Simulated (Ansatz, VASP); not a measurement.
# Two plane-wave programs on Si

```
Si
1.0
     7.66719    0.00000    0.00000
    -3.83359    6.63998    0.00000
     0.00000    0.00000   24.04276
Si
24
Cartesian
  3.8336 2.2133 8.5000
  1.9168 5.5333 8.5000
  0.0000 2.2133 8.5000
  -1.9168 5.5333 8.5000
  1.9168 3.3200 9.2825
  3.8336 0.0000 9.2825
  -1.9168 3.3200 9.2825
  0.0000 0.0000 9.2825
  -1.9168 3.3200 11.6301
  0.0000 0.0000 11.6301
  1.9168 3.3200 11.6301
  3.8336 0.0000 11.6301
  3.8336 4.4267 12.3898
  5.7504 1.1067 12.3898
  0.0000 4.4267 12.3898
  1.9168 1.1067 12.3898
  0.0000 4.4267 14.7932
  1.9168 1.1067 14.7932
  3.8336 4.4267 14.7932
  5.7504 1.1067 14.7932
  -1.9168 5.5333 15.4750
  0.0000 2.2133 15.4750
  1.9168 5.5333 15.4750
  3.8336 2.2133 15.4750
```

Alike in both runs: functional PBE; dispersion D3(BJ); k mesh 6 × 6 × 1; occupations gaussian, width 0.05 eV; no spin polarisation.

Ansatz relaxed the structure, and its values are those at the end. VASP's run is a single point on that final structure, the one shown.

|  | VASP | Ansatz |
| --- | --- | --- |
| version | VASP 6.6.1 | Ansatz 0.2.0 |
| potentials or method | VASP PAW PBE potentials, release 64 (Si) | scalar-relativistic, plane waves, PAW |
| plane-wave cutoff (eV) | 520 | 420 |
| valence electrons in the cell | 96 | 96 |

```tsv
	VASP	Ansatz	Ansatz less VASP
gap on the k mesh at the Fermi level (eV)	none	none	-
rms of the force components (eV/Å)	0.222	0.220	-0.0013
work function, face that differs most (eV)	4.91	4.91	-0.003
```

A gap of «none» marks a metal or a gap that the smearing closes.
